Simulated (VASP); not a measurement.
```
PdSr
1.0
    2.08322    -5.55516     0.00000
    2.08322     5.55516     0.00000
    0.00000     0.00000     4.43050
Sr Pd
2 2
Direct
  0.86069   0.13931   0.75000
  0.13931   0.86069   0.25000
  0.57059   0.42941   0.75000
  0.42941   0.57059   0.25000
```

Level of theory: PBEsol GGA, VASP's PBE PAW potentials (set 64) (plane waves; VASP 6.6.1). Run with 300 eV cut-off, 6×6×5 Γ-centred mesh, Fermi-Dirac smearing of 0.14 eV, potentials Sr_sv Pd.

Task: Give the energies of bands 10 to 23 at the high-symmetry points, in eV from the Fermi level.

Result: 
```
band      Γ      Y     C0      Z     A0      T      S      R
----  -----  -----  -----  -----  -----  -----  -----  -----
10    -3.39  -3.36  -3.14  -3.25  -3.31  -3.18  -3.16  -3.29
11    -3.23  -3.27  -3.09  -2.79  -3.07  -2.81  -3.10  -3.10
12    -3.21  -3.12  -2.92  -2.79  -3.07  -2.81  -2.92  -3.10
13    -3.00  -3.04  -2.72  -2.71  -2.25  -2.68  -2.69  -2.25
14    -2.63  -2.72  -2.48  -2.71  -2.25  -2.68  -2.44  -2.25
15    -2.47  -2.67  -2.11  -2.54  -1.85  -2.06  -1.72  -1.84
16    -1.90  -2.00  -1.70  -2.54  -1.85  -2.06  -1.68  -1.84
17    -1.75  -1.96  -1.63  -1.69  -1.67  -1.72  -1.66  -1.66
18    -1.63  -1.70  -1.50  -1.69  -1.67  -1.72  -1.51  -1.66
19    -1.35  -1.43  -1.26  -1.07  -0.59  -1.41  -1.32  -0.66
20    -0.50  -1.41  -0.64  -1.07  -0.59  -1.41  -1.30  -0.66
21     1.80   2.03  -0.22   1.75   0.97   0.38   0.58   1.20
22     2.46   2.45   1.57   1.75   0.97   0.38   1.14   1.20
23     2.93   2.63   1.60   2.48   1.76   3.46   1.72   1.99
```

It has no gap at this level: it comes out as a metal or semimetal.

The structure comes from a computed database's SrPd entry (Cmcm); how it stands against other phases isn't given here. The cell was not relaxed at this level.
